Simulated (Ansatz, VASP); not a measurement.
# Hf16N16Cl3 (Cl on HfN(001)): VASP beside Ansatz, part 2 of 2

Wanted: the spread between two codes on one cell, functional and k mesh. The structure shown is the end of the VASP relaxation below.

VASP 6.6.1 and Ansatz 0.2.0.

So far: Set-up; VASP: relaxation, PBEsol.

### 3. Ansatz: single point, PBEsol

Level of this step: Ansatz beside VASP: Kohn-Sham DFT, plane waves, PBEsol (Ansatz).

Ansatz runs on its default PAW (the set named soft_2) files.

The same cell, functional, mesh and smearing now go to Ansatz, which takes its cutoff from its data sets.

Input file input.yaml:

```yaml
crystal:
  lattice:
    - [6.37810317, 0.0, 0.0]
    - [0.0, 6.37810317, 0.0]
    - [0.0, 0.0, 25.015]
  atoms:
    - { symbol: Hf, position: [0.0, 0.0, 0.31980812] }
    - { symbol: Hf, position: [0.0, 0.5, 0.31980812] }
    - { symbol: Hf, position: [0.5, 0.0, 0.31980812] }
    - { symbol: Hf, position: [0.5, 0.5, 0.31980812] }
    - { symbol: Hf, position: [0.25, 0.25, 0.40995403] }
    - { symbol: Hf, position: [0.25, 0.75, 0.40995403] }
    - { symbol: Hf, position: [0.75, 0.25, 0.40995403] }
    - { symbol: Hf, position: [0.75, 0.75, 0.40995403] }
    - { symbol: Hf, position: [0.00319013, 0.99680987, 0.49894053] }
    - { symbol: Hf, position: [0.00319013, 0.50319013, 0.49894053] }
    - { symbol: Hf, position: [0.49680987, 0.99680987, 0.49894053] }
    - { symbol: Hf, position: [0.49680987, 0.50319013, 0.49894053] }
    - { symbol: Hf, position: [0.25, 0.25, 0.59707115] }
    - { symbol: Hf, position: [0.25, 0.75, 0.59727709] }
    - { symbol: Hf, position: [0.75, 0.25, 0.58748313] }
    - { symbol: Hf, position: [0.75, 0.75, 0.59707115] }
    - { symbol: "N", position: [0.25, 0.25, 0.31980812] }
    - { symbol: "N", position: [0.25, 0.75, 0.31980812] }
    - { symbol: "N", position: [0.75, 0.25, 0.31980812] }
    - { symbol: "N", position: [0.75, 0.75, 0.31980812] }
    - { symbol: "N", position: [0.0, 0.0, 0.40995403] }
    - { symbol: "N", position: [0.0, 0.5, 0.40995403] }
    - { symbol: "N", position: [0.5, 0.0, 0.40995403] }
    - { symbol: "N", position: [0.5, 0.5, 0.40995403] }
    - { symbol: "N", position: [0.25, 0.25, 0.50307316] }
    - { symbol: "N", position: [0.25, 0.75, 0.50297587] }
    - { symbol: "N", position: [0.75, 0.25, 0.5037798] }
    - { symbol: "N", position: [0.75, 0.75, 0.50307316] }
    - { symbol: "N", position: [0.9983676, 0.0016324, 0.58716592] }
    - { symbol: "N", position: [0.9983676, 0.4983676, 0.58716592] }
    - { symbol: "N", position: [0.5016324, 0.0016324, 0.58716592] }
    - { symbol: "N", position: [0.5016324, 0.4983676, 0.58716592] }
    - { symbol: Cl, position: [0.25, 0.25, 0.6899106] }
    - { symbol: Cl, position: [0.25, 0.75, 0.68922709] }
    - { symbol: Cl, position: [0.75, 0.75, 0.6899106] }
hamiltonian:
  xc: pbesol
  pseudopotentials: { kind: paw }
kpoints:
  mp_grid: { grid: [4, 4, 1] }
scf:
  occupations: { method: methfessel_paxton, width: 0.1 }
  n_extra_bands: 12
efield:
  axis: 3
  dipole_correction: true
  ramp_width: 0.04
output:
  forces: true
  eigenvalues: true
  write_density: true
  write_potential: true
  elf: true
  volumetric_format: npy
```

Launch:

```sh
> ansatz run input.yaml --threads 8 --pin off --max-ram 18432MiB --backend cpu --events-out ev --progress --plain --runs-dir out
```

Numbers of over 12 decimals in the logs are rounded to 6 here.

Log:

```text
scf.n_extra_bands = 12 over 259 filled bands (N_el = 517.0): the run solves 271 bands
Engine: ansatz 0.2.0, aarch64-unknown-linux-gnu
Pseudopotentials: kind: paw
Pseudopotential: Hf, paw, valence charge 26, recommended cutoff 420 eV (normal), Hf.paw.azcp
Pseudopotential: N, paw, valence charge 5, recommended cutoff 420 eV (normal), N.paw.azcp
Pseudopotential: Cl, paw, valence charge 7, recommended cutoff 420 eV (normal), Cl.paw.azcp
Functional definition: PBEsol
  exchange = pbesol_x
  correlation = pbesol_c
Crystal: 35 atoms, lattice volume = 1017.615 Å³
Basis set: ecut = 420 eV, 19871 PW (Γ), exchange–correlation on 90×90×360 points (8 copies of the dense FFT grid, shifted against one another)
Bands: 271, of which v1, the nominal top of the filled ones, is band 259 counted from 1 (258 counted from 0)
Symmetry: 8 space group operations
Space group: P4mm (ITA 99), of the structure as read, at distance tolerance 1.0e-4 Å
k-points: 6 of 16
Non-local potential: Hf, projectors of the file, l = 0: 3, l = 1: 2, l = 2: 2, l = 3: 3
Non-local potential: N, projectors of the file, l = 0: 2, l = 1: 2, l = 2: 1
Non-local potential: Cl, projectors of the file, l = 0: 2, l = 1: 2, l = 2: 2
PAW form: soft (Blöchl's): semilocal exchange-correlation on the pseudo side does not see the compensation charge
PAW frozen core: Hf, regenerated for the run's functional, and the local potential with it (the file was generated under x = pbe(κ = 0.804, μ = 0.219515), c = pbe(β = 0.066725))
PAW frozen core: N, regenerated for the run's functional, and the local potential with it (the file was generated under x = pbe(κ = 0.804, μ = 0.219515), c = pbe(β = 0.066725))
PAW frozen core: Cl, regenerated for the run's functional, and the local potential with it (the file was generated under x = pbe(κ = 0.804, μ = 0.219515), c = pbe(β = 0.066725))
PAW one-centre angular grid: Hf, 590 points (default); XC on 64 Gauss nodes
PAW one-centre angular grid: N, 110 points (default); XC on 64 Gauss nodes
PAW one-centre angular grid: Cl, 110 points (default); XC on 64 Gauss nodes
Initial density: superposition of atomic densities (neutral atoms: chi_scale 0, normalization atom), corrected by the library's trained network
Initial wavefunctions: pseudopotential atomic-orbital guess
Functional: x = pbesol(κ = 0.804, μ = 0.123457), c = pbesol(β = 0.046)
SCF iter   1: F=—  HF=-258864.665835 eV  |F-HF|=—  |Δ(HF+E_count)|=         —  Δρ=7.31e-3  dr2=6.87e-1  ethr=1.77e-3  p=-0.577 e·Å  D=-1.03e-1 V/Å  ΔV_dip=2.57 eV  dr2_dipole=1.82e-2  V_vac-E_F(+/−)=5.49/2.93 eV  ⟨swp⟩=6.7  Hψ=6661  notcnv=0
efield: sawtooth ramp at fractional position 0.9849 (placed from the atoms, in the widest stretch of the axis that holds none; the zero of the levels goes with the place), width 0.0400; the density the first Hamiltonian is built on has a dipole p = -0.577 e·Å; the dipole correction subtracts the counter field D = -1.03e-1 V/Å, which shifts the + side's vacuum level by +2.57 eV against the − side's; the planar-averaged density in the ramp window peaks in size at 4.7e-5 e/Å³
preconditioner: auto → LDOS  [insulator: Δε(μ)=0.072 eV  Ē_g=15.392 eV  σ=0.100 eV  W_gap=0.57  n_scr=262 (ndim 8)  ℏωp=25.6 eV  f_vac=0.540  D(μ)=15.09/eV (n_scr^D=84)  ε∞_Penn≈3.8  β→1.0]
SCF iter   2: F=—  HF=-258864.595800 eV  |F-HF|=—  |Δ(HF+E_count)|=   7.00e-2  S|Δr|=    0.00e0  Δρ=4.06e-3  dr2=1.63e-1  ethr=1.33e-4  p=-0.596 e·Å  D=-1.06e-1 V/Å  ΔV_dip=2.65 eV  dr2_dipole=8.56e-3  V_vac-E_F(+/−)=5.64/2.99 eV  ⟨swp⟩=2.2  Hψ=3636  notcnv=0  defer=27
SCF iter   3: F=—  HF=-258864.560345 eV  |F-HF|=—  |Δ(HF+E_count)|=   3.55e-2  S|Δr|=    0.00e0  Δρ=9.82e-4  dr2=1.61e-2  ethr=3.16e-5  p=-0.589 e·Å  D=-1.05e-1 V/Å  ΔV_dip=2.62 eV  dr2_dipole=1.96e-3  V_vac-E_F(+/−)=5.62/3.00 eV  ⟨swp⟩=3.0  Hψ=4230  notcnv=0  defer=27
SCF iter   4: F=—  HF=-258864.556825 eV  |F-HF|=—  |Δ(HF+E_count)|=   3.52e-3  S|Δr|=    0.00e0  Δρ=4.17e-4  dr2=5.22e-3  ethr=3.11e-6  p=-0.577 e·Å  D=-1.03e-1 V/Å  ΔV_dip=2.56 eV  dr2_dipole=3.38e-4  V_vac-E_F(+/−)=5.57/3.01 eV  ⟨swp⟩=2.0  Hψ=3052  notcnv=0  defer=27
SCF iter   5: F=—  HF=-258864.556032 eV  |F-HF|=—  |Δ(HF+E_count)|=   7.93e-4  S|Δr|=    0.00e0  Δρ=1.21e-4  dr2=6.90e-4  ethr=1.01e-6  p=-0.583 e·Å  D=-1.04e-1 V/Å  ΔV_dip=2.59 eV  dr2_dipole=3.31e-4  V_vac-E_F(+/−)=5.60/3.01 eV  ⟨swp⟩=3.0  Hψ=2768  notcnv=0  defer=27
SCF iter   6: F=—  HF=-258864.556011 eV  |F-HF|=—  |Δ(HF+E_count)|=   2.03e-5  S|Δr|=    0.00e0  Δρ=6.08e-5  dr2=1.64e-4  ethr=1.33e-7  p=-0.580 e·Å  D=-1.03e-1 V/Å  ΔV_dip=2.58 eV  dr2_dipole=1.24e-5  V_vac-E_F(+/−)=5.59/3.01 eV  ⟨swp⟩=3.0  Hψ=2896  notcnv=0  defer=27
SCF iter   7: F=—  HF=-258864.555997 eV  |F-HF|=—  |Δ(HF+E_count)|=   1.49e-5  S|Δr|=    0.00e0  Δρ=2.59e-5  dr2=1.62e-5  ethr=3.17e-8  p=-0.580 e·Å  D=-1.03e-1 V/Å  ΔV_dip=2.58 eV  dr2_dipole=4.42e-6  V_vac-E_F(+/−)=5.60/3.02 eV  ⟨swp⟩=2.3  Hψ=2154  notcnv=0  defer=27
SCF iter   8: F=—  HF=-258864.555401 eV  |F-HF|=—  |Δ(HF+E_count)|=   5.96e-4  S|Δr|=    0.00e0  Δρ=1.22e-5  dr2=2.66e-6  ethr=3.13e-9  p=-0.580 e·Å  D=-1.03e-1 V/Å  ΔV_dip=2.58 eV  dr2_dipole=9.07e-8  V_vac-E_F(+/−)=5.60/3.02 eV  ⟨swp⟩=2.5  Hψ=3166  notcnv=0  defer=27
SCF iter   9: F=—  HF=-258864.555402 eV  |F-HF|=—  |Δ(HF+E_count)|=   8.11e-7  S|Δr|=    0.00e0  Δρ=4.93e-6  dr2=4.81e-7  ethr=5.14e-10  p=-0.580 e·Å  D=-1.03e-1 V/Å  ΔV_dip=2.58 eV  dr2_dipole=6.94e-8  V_vac-E_F(+/−)=5.60/3.02 eV  ⟨swp⟩=2.8  Hψ=3153  notcnv=0  defer=27
SCF iter  10: F=-258864.555402 eV  HF=-258864.555402 eV  |F-HF|=4.49e-8  |Δ(HF+E_count)|=   1.33e-7  S|Δr|=    0.00e0  Δρ=2.39e-6  dr2=8.89e-8  ethr=1.93e-11  p=-0.580 e·Å  D=-1.03e-1 V/Å  ΔV_dip=2.58 eV  dr2_dipole=6.97e-9  V_vac-E_F(+/−)=5.60/3.02 eV  ⟨swp⟩=20.5  Hψ=19070  notcnv=0
SCF 1 converged in 10 iterations: F = -258864.555402 eV  dr2 = 8.89e-8
  greatest PAW one-centre occupation: 0.998 electrons in one spin orbital (limit 2), on the Hf atom at site 12 (counted from 0), in its partial waves of l = 3
WARN: The output density's exchange-correlation potential varies sharply where the density is thin. Do not read a vacuum level from v_tot or v_xc, or from such a field of the output density. On a cell that repeats whose density bears no net charge and no dipole along the vacuum's axis use v_es (v_loc + v_h of the components); under efield.dipole_correction with no amplitude use v_es + v_field, which holds any externa [...]
SCF converged after 10 iterations
Stability not checked: this state was not tested for a lower state beside it, because cold or Methfessel-Paxton smearing, or corrected tetrahedra, fill the levels in a way that the test cannot read (fill_not_monotonic; see scf.lower_state_search)
Free energy (F): -258864.555402 eV
Harris-Foulkes:  -258864.555402 eV  (|F-HF|=4.49e-8)
Internal energy: -258864.555220 eV  (E = F + TS)
E sigma→0 (E₀):  -258864.555356 eV
Entropy (-TS):   -0.000181 eV (-0.005 meV/atom)
Fermi energy:    6.449502 eV
Dipole field:    D = -0.103170 V/Å  (p = -0.580194 e·Å, saw-weighted, corrected)
Work function:   Φ+ = 5.5963 eV   Φ− = 3.0155 eV
Levels:          The Fermi level and band energies are counted from a zero that moves with the ramp; work functions are not
--- Per-component energies (eV) ---
  E_band       = -5723.347505
  E_kinetic    = 9340.422263
  E_local      = -1025139.397269  (includes V_loc(G=0)·N_el)
  E_nonlocal   = -18997.277911
  E_hartree    = 506265.844000
  E_xc         = -6039.016590
  E_vxc        = -5845.216141  (∫ρ·V_xc dr)
  E_paw        = -112790.978266  (= ΣΔE_a)
  E_vpaw       = 22439.191359  (= ΣTr[D̂ρ^β])
  E_aug_tail   = 0.001746  (compensation charges beyond the density's cutoff)
  E_efield     = 0.029929  (sawtooth field / dipole correction)
  E_vefield    = -52.818752  (∫n·V_field dr)
  E_ewald      = 388475.114534
  E_core_change = 20.702343  (= ΣΔE_core)
  E_smearing   = -0.000181  (= −TS)
  E_closure    = -0.000000  (closes the sum)
  Σ components = -258864.555402   (vs F -258864.555402, Δ=0.00e0)
--- Forces (eV/Å), atoms counted from 1 ---
  atom   1  Hf     0.08336719    -0.08336719     1.77746543
  atom   2  Hf     0.08336719     0.08336719     1.77746543
  atom   3  Hf    -0.08336719    -0.08336719     1.77746543
  atom   4  Hf    -0.08336719     0.08336719     1.77746543
  atom   5  Hf     0.00000000     0.00000000     0.13890878
  atom   6  Hf     0.00000000     0.00000000     0.21902521
  atom   7  Hf    -0.00000000     0.00000000     0.59437007
  atom   8  Hf     0.00000000     0.00000000     0.13890878
  atom   9  Hf     0.00774744    -0.00774744    -0.00711441
  atom  10  Hf     0.00774744     0.00774744    -0.00711441
  atom  11  Hf    -0.00774744    -0.00774744    -0.00711441
  atom  12  Hf    -0.00774744     0.00774744    -0.00711441
  atom  13  Hf    -0.00000000     0.00000000    -0.02678337
  atom  14  Hf     0.00000000     0.00000000    -0.00534236
  atom  15  Hf    -0.00000000     0.00000000    -0.06841147
  atom  16  Hf     0.00000000     0.00000000    -0.02678337
  atom  17  N      0.00000000     0.00000000    -0.94509501
  atom  18  N     -0.00000000     0.00000000    -0.87958280
  atom  19  N     -0.00000000     0.00000000    -0.69292343
  atom  20  N      0.00000000     0.00000000    -0.94509501
  atom  21  N     -0.05855798     0.05855798    -1.13232263
  atom  22  N     -0.05855798    -0.05855798    -1.13232263
  atom  23  N      0.05855798     0.05855798    -1.13232263
  atom  24  N      0.05855798    -0.05855798    -1.13232263
[...]
atom  28  N      0.00000000     0.00000000    -0.00447923
  atom  29  N     -0.01536022     0.01536022    -0.00892671
  atom  30  N     -0.01536022    -0.01536022    -0.00892671
  atom  31  N      0.01536022     0.01536022    -0.00892671
  atom  32  N      0.01536022    -0.01536022    -0.00892671
  atom  33  Cl    -0.00000000     0.00000000     0.00364646
  atom  34  Cl    -0.00000000     0.00000000    -0.01375948
  atom  35  Cl     0.00000000     0.00000000     0.00364646
  max |Σ_I F_I| component: 3.69e-4 eV/Å
--- Band table (eV; the first three rows and the last of 6) ---
  k-point 0: bands = [... 255 lower, 4.7960, 4.7960, 5.6456, 6.3365, 6.4875, 6.4875, 7.0038, 7.0038, ... 8 higher]
  k-point 1: bands = [... 255 lower, 4.8418, 5.5778, 6.3264, 6.3550, 6.6142, 6.6814, 6.6977, 6.9596, ... 8 higher]
  k-point 2: bands = [... 255 lower, 5.6508, 5.7323, 5.8373, 6.3374, 6.3979, 6.6158, 6.6217, 7.0256, ... 8 higher]
  k-point 5: bands = [... 255 lower, 5.2791, 7.0664, 7.0664, 7.1799, 7.2843, 7.2896, 7.2896, 7.2967, ... 8 higher]
```

It took 94 s on 8 threads of Arm Neoverse N1, shared host; peak memory 6.2 GiB; 12 min of CPU time.

In the SCF lines HF is the Harris–Foulkes energy and dr2 the Hartree energy of the density residual, in eV; the loop may stop once dr2 is under the threshold and the program's other checks hold. Hψ counts applications of the Hamiltonian.

### 4. Differences

Known differences besides the potentials themselves: the data sets hold 517 valence electrons in Ansatz (default PAW (the set named soft_2) files) and 293 in VASP; the cutoff is 420 eV in Ansatz and 400 eV in VASP (PREC = Normal, projectors in real space); Ansatz makes its cores anew for this functional, VASP keeps those of its PBE data sets. Total energies have different zeros and are not compared.

Forces on 10 of the 35 atoms, those with the largest forces and the largest differences (eV/Å; atoms numbered as in POSCAR):

```csv
atom,"Ansatz x, y, z","VASP x, y, z"
Hf1,"0.083, -0.083, 1.777","0.083, -0.083, 1.760"
Hf2,"0.083, 0.083, 1.777","0.083, 0.083, 1.760"
Hf3,"-0.083, -0.083, 1.777","-0.083, -0.083, 1.760"
Hf4,"-0.083, 0.083, 1.777","-0.083, 0.083, 1.760"
Hf15,"0.000, 0.000, -0.068","0.000, 0.000, -0.008"
N18,"0.000, 0.000, -0.880","0.000, 0.000, -0.915"
N19,"0.000, 0.000, -0.693","0.000, 0.000, -0.728"
N22,"-0.059, -0.059, -1.132","-0.059, -0.059, -1.145"
N23,"0.059, 0.059, -1.132","0.059, 0.059, -1.145"
N24,"0.059, -0.059, -1.132","0.059, -0.059, -1.145"
```

The forces differ by 13 meV/Å r.m.s., which is 2.8 % of the r.m.s. force of 0.45 eV/Å (both taken over all components, held atoms included). VASP's last cycles still show a density residual of 3e-03, so its state may not be settled.

### 5. What came out

| Quantity | Value |
| --- | --- |
| r.m.s. force difference (single point, PBEsol) | 2.8 % of the r.m.s. force |

The r.m.s. force difference is 2.8 % of the r.m.s. force (single point, PBEsol), within the 3 % picked in this series as the mark of a large difference. How closely two codes agree says nothing of how well the functional describes the real material.

[Lines on the potential files, build, host, timing and source positions are cut from VASP's logs without a mark.]

[Logs are printed without paths, hosts, clocks, repeated set-up lines and the standing remarks that a program may print on its own settings, such as how far it seeks lower states.]

[Hosts, paths, dates, database ids (printed as entryN), source tags and the programs' standing remarks are cut or masked in the printed files.]
